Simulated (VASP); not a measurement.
The system is SnTeS4.

```
CELL_PARAMETERS angstrom
6.26204 0.00000 0.00000
0.00000 3.77600 0.00000
-0.03098 0.00000 6.53993
ATOMIC_POSITIONS crystal
Sn 0.00000 0.00000 0.00000
Te 0.00000 0.50000 0.50000
S 0.23790 0.50000 0.84392
S 0.76210 0.50000 0.15608
S 0.24522 0.00000 0.32391
S 0.75478 0.00000 0.67609
```

The cell was built by a generator and needn't be a form met in nature.

```yaml
Program: VASP 6.6.1
Task: relaxation of cell and atoms
Functional: PBE
Potentials_or_basis: VASP PAW PBE potentials, release 64 (Sn_d, Te, S)
Cutoff: 520 eV
k_mesh: 4 × 6 × 4
Occupations: gaussian, width 0.03 eV
Spin: no spin polarisation
```

At the start: pressure -0.1 GPa; volume 25.77 Å³/atom.

Problem. How do energy, volume and symmetry change on relaxing?

Solution. Over 21 steps the energy falls by 3.0 meV/atom and the volume is 27.53 Å³/atom (+6.8 %); space group P2/m (No. 10, to 0.05 Å).

Step by step:
| step | energy change (eV) | largest force (eV/Å) | pressure (GPa) | volume (Å³) |
| --- | --- | --- | --- | --- |
| 1 | 0.0000 | 0.0981 | -0.11 | 154.64 |
| 2 | -0.0014 | 0.0526 | 0.22 | 154.23 |
| 3 | -0.0015 | 0.0485 | 0.23 | 154.18 |
| 4 | -0.0028 | 0.0507 | 0.16 | 154.62 |
| 5 | -0.0050 | 0.1092 | -0.04 | 155.97 |
| 6 | -0.0063 | 0.0983 | 0.00 | 156.22 |
| 7 | -0.0085 | 0.0712 | 0.13 | 156.98 |
| 8 | -0.0086 | 0.0731 | 0.17 | 157.29 |
| 9 | -0.0094 | 0.0748 | 0.16 | 157.73 |
| 10 | -0.0115 | 0.0803 | 0.11 | 159.06 |
| 11 | -0.0137 | 0.0952 | 0.03 | 161.72 |
| 12 | -0.0120 | 0.1393 | -0.05 | 167.10 |
| 13 | -0.0139 | 0.1116 | 0.01 | 163.52 |
| 14 | -0.0164 | 0.0544 | -0.07 | 164.56 |
| 15 | -0.0165 | 0.0628 | -0.09 | 164.72 |
| 16 | -0.0175 | 0.0378 | 0.03 | 164.69 |
| 17 | -0.0178 | 0.0210 | 0.11 | 164.67 |
| 18 | -0.0179 | 0.0289 | -0.06 | 165.20 |
| 19 | -0.0180 | 0.0218 | 0.00 | 165.04 |
| 20 | -0.0180 | 0.0120 | -0.01 | 165.11 |
| 21 | -0.0180 | 0.0048 | -0.01 | 165.16 |

Final structure:
```
Sn Te S
1.0
     6.71068    0.00000    0.01201
     0.00000    3.76546    0.00000
    -0.02127    0.00000    6.53628
Sn Te S
1 1 4
Direct
  0.00000 0.00000 0.00000
  0.00000 0.50000 0.50000
  0.22234 0.50000 0.84403
  0.77766 0.50000 0.15597
  0.22764 0.00000 0.32264
  0.77236 0.00000 0.67736
```

Caveat: this functional lacks dispersion, which binds the layers, so the pressure and a relaxed spacing across them are unreliable.
